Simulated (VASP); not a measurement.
Output of a VASP run:

**OUTCAR**
```
 ion  position               nearest neighbor table
   1  0.000  0.000  0.000-
  LATTYP: Found a body centered cubic cell.
 ALAT       =     3.3000000000
 Subroutine PRICEL returns:
 Original cell was already a primitive cell.
 Subroutine GETGRP returns: Found 48 space group operations
The static configuration has the point symmetry O_h .
The dynamic configuration has the point symmetry O_h .
 Subroutine INISYM returns: Found 48 space group operations
 Subroutine IBZKPT returns following result:
 Found    104 irreducible k-points:

 Following reciprocal coordinates:
            Coordinates               Weight
  0.000000  0.000000  0.000000      1.000000
  0.071429  0.000000  0.000000     12.000000
  0.142857  0.000000  0.000000     12.000000
  0.214286  0.000000  0.000000     12.000000
  0.285714  0.000000  0.000000     12.000000
  0.357143  0.000000  0.000000     12.000000
  0.428571  0.000000  0.000000     12.000000
  0.500000  0.000000  0.000000      6.000000
  0.071429  0.071429  0.000000     24.000000
  0.142857  0.071429  0.000000     48.000000
  0.214286  0.071429  0.000000     48.000000
  0.285714  0.071429 -0.000000     48.000000
  0.357143  0.071429  0.000000     48.000000
  0.428571  0.071429  0.000000     48.000000
  0.142857  0.142857  0.000000     24.000000
  0.214286  0.142857 -0.000000     48.000000
  0.285714  0.142857  0.000000     48.000000
  0.357143  0.142857 -0.000000     48.000000
  0.428571  0.142857 -0.000000     24.000000
  0.214286  0.214286  0.000000     24.000000
  0.285714  0.214286 -0.000000     48.000000
  0.357143  0.214286  0.000000     48.000000
  0.285714  0.285714  0.000000     24.000000
  0.357143  0.285714 -0.000000     24.000000
  0.071429  0.071429  0.071429      8.000000
  0.142857  0.071429  0.071429     24.000000
  0.214286  0.071429  0.071429     24.000000
  0.285714  0.071429  0.071429     24.000000
  0.357143  0.071429  0.071429     24.000000
  0.428571  0.071429  0.071429     12.000000
 -0.071429  0.071429  0.071429      6.000000
  0.142857  0.142857  0.071429     24.000000
  0.214286  0.142857  0.071429     48.000000
  0.285714  0.142857  0.071429     48.000000
  0.357143  0.142857  0.071429     48.000000
 -0.142857  0.142857  0.071429     24.000000
  0.214286  0.214286  0.071429     24.000000
  0.285714  0.214286  0.071429     48.000000
  0.357143  0.214286  0.071429     24.000000
 -0.214286  0.214286  0.071429     24.000000
   k-points           NKPTS =    104   k-points in BZ     NKDIM =    104   number of bands    NBANDS=     10
   number of dos      NEDOS =    301   number of ions     NIONS =      1
   total plane-waves  NPLWV =  13824
   dimension x,y,z NGX =    24 NGY =   24 NGZ =   24
   dimension x,y,z NGXF=    48 NGYF=   48 NGZF=   48
   ions per type =               1
   PREC   = accura    normal or accurate (medium, high low for compatibility)
   ISTART =      0    job   : 0-new  1-cont  2-samecut
   ICHARG =      2    charge: 1-file 2-atom 10-const
   ISPIN  =      1    spin polarized calculation?
   LNONCOLLINEAR =      F non collinear calculations
   LSORBIT =      F    spin-orbit coupling
   INIWAV =      1    electr: 0-lowe 1-rand  2-diag
   ENCUT  =  520.0 eV  38.22 Ry    6.18 a.u.   5.31  5.31  5.31*2*pi/ulx,y,z
   NELM   =    100;   NELMIN=  2; NELMDL= -5     # of ELM steps
   EDIFF  = 0.1E-05   stopping-criterion for ELM
   LREAL  =      F    real-space projection
   NLSPLINE    = F    spline interpolate recip. space projectors
   LMAXMIX     =    4 max onsite mixed and CHGCAR
   VOSKOWN=      0    Vosko Wilk Nusair interpolation
   EDIFFG = -.1E-01   stopping-criterion for IOM
   NSW    =     60    number of steps for IOM
   NBLOCK =      1;   KBLOCK =     60    inner block; outer block
   IBRION =      2    ionic relax: 0-MD 1-quasi-New 2-CG
   NFREE  =      1    steps in history (QN), initial steepest desc. (CG)
...
```

**OSZICAR**
```
       N       E                     dE             d eps       ncg     rms          rms(c)
DAV:   1     0.117875048692E+03    0.11788E+03   -0.75373E+03  2088   0.130E+03
DAV:   2    -0.485651218815E+01   -0.12273E+03   -0.11984E+03  2226   0.450E+02
DAV:   3    -0.990393820699E+01   -0.50474E+01   -0.47659E+01  3112   0.776E+01
DAV:   4    -0.101920318522E+02   -0.28809E+00   -0.28577E+00  2918   0.163E+01
DAV:   5    -0.102022294090E+02   -0.10198E-01   -0.10189E-01  3148   0.250E+00    0.704E+00
DAV:   6    -0.983312705320E+01    0.36910E+00   -0.74481E-01  3234   0.117E+01    0.246E+00
DAV:   7    -0.979312278807E+01    0.40004E-01   -0.23015E-01  3226   0.650E+00    0.948E-01
DAV:   8    -0.979911505059E+01   -0.59923E-02   -0.12873E-02  2476   0.177E+00    0.494E-02
DAV:   9    -0.979917490022E+01   -0.59850E-04   -0.12268E-03  3614   0.371E-01    0.517E-02
DAV:  10    -0.979919809000E+01   -0.23190E-04   -0.30918E-05  2540   0.944E-02    0.207E-02
DAV:  11    -0.979918929573E+01    0.87943E-05   -0.87507E-06  2264   0.613E-02    0.411E-03
DAV:  12    -0.979918903289E+01    0.26284E-06   -0.23345E-07  1242   0.795E-03
   1 F= -.97991890E+01 E0= -.97991488E+01  d E =-.979919E+01
       N       E                     dE             d eps       ncg     rms          rms(c)
DAV:   1    -0.102679278519E+02   -0.46874E+00   -0.14469E+01  2552   0.608E+01    0.520E+00
DAV:   2    -0.981348742104E+01    0.45444E+00   -0.12346E+00  3116   0.156E+01    0.152E+00
DAV:   3    -0.977178705416E+01    0.41700E-01   -0.34147E-01  3188   0.631E+00    0.740E-01
DAV:   4    -0.978102626092E+01   -0.92392E-02   -0.10230E-02  2736   0.106E+00    0.467E-01
DAV:   5    -0.979151682738E+01   -0.10491E-01   -0.25491E-02  3432   0.106E+00    0.232E-01
DAV:   6    -0.979181970654E+01   -0.30288E-03   -0.45352E-04  2450   0.280E-01    0.117E-01
DAV:   7    -0.979189745387E+01   -0.77747E-04   -0.19574E-04  3288   0.199E-01    0.177E-02
DAV:   8    -0.979189349476E+01    0.39591E-05   -0.80686E-06  2728   0.348E-02    0.408E-03
DAV:   9    -0.979189222485E+01    0.12699E-05   -0.40733E-07  1180   0.109E-02    0.154E-03
DAV:  10    -0.979189239225E+01   -0.16741E-06   -0.87883E-08  1122   0.395E-03
   2 F= -.97918924E+01 E0= -.97916241E+01  d E =0.729664E-02
       N       E                     dE             d eps       ncg     rms          rms(c)
DAV:   1    -0.998686284011E+01   -0.19497E+00   -0.56103E+00  2580   0.378E+01    0.340E+00
DAV:   2    -0.981433376241E+01    0.17253E+00   -0.41360E-01  3052   0.922E+00    0.965E-01
DAV:   3    -0.979610510564E+01    0.18229E-01   -0.13091E-01  3234   0.408E+00    0.539E-01
DAV:   4    -0.980011257286E+01   -0.40075E-02   -0.49591E-03  3040   0.701E-01    0.280E-01
DAV:   5    -0.980336361369E+01   -0.32510E-02   -0.93453E-03  3466   0.709E-01    0.125E-01
DAV:   6    -0.980335295598E+01    0.10658E-04   -0.28449E-04  2368   0.232E-01    0.145E-02
DAV:   7    -0.980335495518E+01   -0.19992E-05   -0.34315E-05  3290   0.479E-02    0.718E-03
DAV:   8    -0.980335500401E+01   -0.48836E-07   -0.11105E-06  1478   0.147E-02
   3 F= -.98033550E+01 E0= -.98032066E+01  d E =-.416597E-02
```

OUTCAR:
```
------------------------ aborting loop because EDIFF is reached ----------------------------------------
  FORCE on cell =-STRESS in cart. coord.  units (eV):
  Direction    XX          YY          ZZ          XY          YZ          ZX
  --------------------------------------------------------------------------------------
  Total       -0.0020682     -0.0020682     -0.0020682      0.0000000      0.0000000     -0.0000000
  in kB       -0.1805015     -0.1805015     -0.1805015      0.0000000      0.0000000     -0.0000000
  external PRESSURE =      -0.1805015 kB  Pullay stress =       0.0000000 kB
  volume of cell :       18.36
      direct lattice vectors                 reciprocal lattice vectors
    -1.661823999  1.661823999  1.661823999     0.000000000  0.300874220  0.300874220
     1.661823999 -1.661823999  1.661823999     0.300874220  0.000000000  0.300874220
     1.661823999  1.661823999 -1.661823999     0.300874220  0.300874220  0.000000000
 POSITION                                       TOTAL-FORCE (eV/Angst)
 -----------------------------------------------------------------------------------
      0.00000      0.00000      0.00000         0.000000      0.000000      0.000000
 -----------------------------------------------------------------------------------
    total drift:                                0.000000      0.000000      0.000000
  FREE ENERGIE OF THE ION-ELECTRON SYSTEM (eV)
  ---------------------------------------------------
  free  energy   TOTEN  =        -9.8033550040 eV

  energy  without entropy=       -9.8029096853  energy(sigma->0) =       -9.80320656

 reached required accuracy - stopping structural energy minimisation
```
(Selected blocks of OUTCAR.)

### POSCAR
```
Nb
1
   -1.6500000000     1.6500000000     1.6500000000
    1.6500000000    -1.6500000000     1.6500000000
    1.6500000000     1.6500000000    -1.6500000000
Nb
1
Direct
  0.0000000000   0.0000000000   0.0000000000
```

Problem. Write an INCAR and KPOINTS that could have produced this output.

Solution. Several could match; the one computed here: the input of the run itself, revPBE GGA, plane waves, VASP's PBE PAW potentials (set 64).

**INCAR**
```
SYSTEM = Nb
PREC = Accurate
ENCUT = 520
EDIFF = 1E-6
NELM = 100
ALGO = Normal
LREAL = .FALSE.
LASPH = .TRUE.
ISMEAR = 1
SIGMA = 0.1
GGA = RE
LMAXMIX = 4
LWAVE = .FALSE.
LCHARG = .FALSE.
IBRION = 2
ISIF = 3
NSW = 60
EDIFFG = -0.01
```

File KPOINTS:
```
Regular mesh
0
G
 14 14 14
```

POTCAR, in this order: Nb_sv (PBE.64 set). Program: vasp_std.

Energy and stress use the plane-wave basis of the starting cell.

The compound is Nb in the bcc structure. This run relaxes it. Symmetry was kept, so distortions that lower it aren't found.
